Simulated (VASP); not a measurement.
A convergence study with VASP on Re (hcp): one setting is varied, all else stays as given below, so the limit is that of these other settings. Each run relaxes cell and ions from the cell shown.

```
CELL_PARAMETERS angstrom
      1.38000    -2.39023     0.00000
      1.38000     2.39023     0.00000
      0.00000     0.00000     4.46000
ATOMIC_POSITIONS crystal
  Re 0.33333 0.66667 0.25000
  Re 0.66667 0.33333 0.75000
```

Computed with PBE GGA, VASP's PBE PAW potentials (set 64) (plane waves; VASP). The tightest run used: 550 eV cut-off, 19×19×10 Γ-centred mesh, first-order Methfessel-Paxton smearing of 0.10 eV, potentials Re.

Task: The settings run are 2×2×1 mesh; 3×3×2 mesh; 4×4×2 mesh; 5×5×3 mesh; 6×6×3 mesh; 7×7×4 mesh; 8×8×4 mesh; 9×9×5 mesh; 10×10×5 mesh; 11×11×6 mesh; 14×14×7 mesh; 16×16×8 mesh; 17×17×9 mesh; 18×18×10 mesh; 19×19×10 mesh. From which on does the relaxed volume stay within 0.1 Å³/atom of the tightest run?

Result: From 4×4×2 mesh on: it is off by 0.018 there and by no more than 0.1 in any finer run, while 3×3×2 mesh is off by 0.367.
| setting | relaxed volume (Å³/atom) | E (eV/atom) | irreducible k-points | difference judged (Å³/atom) |
|---|---|---|---|---|
| 2×2×1 mesh | 14.270 | -13.1802 | 2 | 0.658 |
| 3×3×2 mesh | 15.295 | -12.0610 | 6 | 0.367 |
| 4×4×2 mesh | 14.946 | -12.3472 | 8 | 0.018 |
| 5×5×3 mesh | 14.875 | -12.4554 | 10 | 0.052 |
| 6×6×3 mesh | 14.935 | -12.4385 | 14 | 0.007 |
| 7×7×4 mesh | 14.919 | -12.4234 | 24 | 0.008 |
| 8×8×4 mesh | 14.951 | -12.4149 | 30 | 0.023 |
| 9×9×5 mesh | 14.932 | -12.4217 | 36 | 0.004 |
| 10×10×5 mesh | 14.920 | -12.4289 | 42 | 0.008 |
| 11×11×6 mesh | 14.924 | -12.4239 | 64 | 0.004 |
| 14×14×7 mesh | 14.932 | -12.4277 | 96 | 0.004 |
| 16×16×8 mesh | 14.931 | -12.4259 | 150 | 0.003 |
| 17×17×9 mesh | 14.930 | -12.4271 | 165 | 0.002 |
| 18×18×10 mesh | 14.928 | -12.4256 | 222 | 0.001 |
| 19×19×10 mesh | 14.928 | -12.4257 | 240 | 0.000 |

Left out are rungs that failed or repeat a setting and relaxations that didn't move; long series are thinned to 24 rows.

The compound is Re in the hcp structure.
